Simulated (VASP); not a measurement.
A run of VASP 6.6.1 is set up as follows.

INCAR

```
SYSTEM = LiZnC5
PREC = Accurate ; ENCUT = 520
EDIFF = 1E-6 ; ISMEAR = 0
SIGMA = 0.1 ; LREAL = .False.
LASPH = .True. ; NELM = 100
ALGO = Fast ; ISIF = 2
LWAVE = .False. ; LCHARG = .True.
GGA = PE ; LELF = .True.
LVHAR = .True. ; NBANDS = 26
```

The input KPOINTS:

```
regular mesh
0
Gamma
  8 8 10
  0 0 0
```

Contents of POSCAR:

```
LiZnC5
1.0
    5.2718621994      0.0000000000      0.0000000000
    0.0000000000      5.2718621994      0.0000000000
    0.0000000000      0.0000000000      3.8277633312
Li Zn C
1 1 5
Direct
    0.5000000000      0.5000000000      0.0000000000
    0.0000000000      0.0000000000      0.0000000000
    0.1208573302      0.5000000000      0.0000000000
    0.8791426698      0.5000000000      0.0000000000
    0.5000000000      0.1208573302      0.0000000000
    0.5000000000      0.8791426698      0.0000000000
    0.0000000000      0.0000000000      0.5000000000
```

Potentials or basis: VASP PAW PBE potentials, release 64 (Li_sv, Zn, C).

Launch:

```sh
$ cat potpaw_PBE.64/Li_sv/POTCAR potpaw_PBE.64/Zn/POTCAR potpaw_PBE.64/C/POTCAR > POTCAR
$ mpirun -np 1 vasp_std > vasp.out
```

(1) Predict the band gap on the k mesh.

(2) What does it give for the largest force?

Answers

(1) none (metal or under the smearing width).

(2) 0.078 eV/Å.
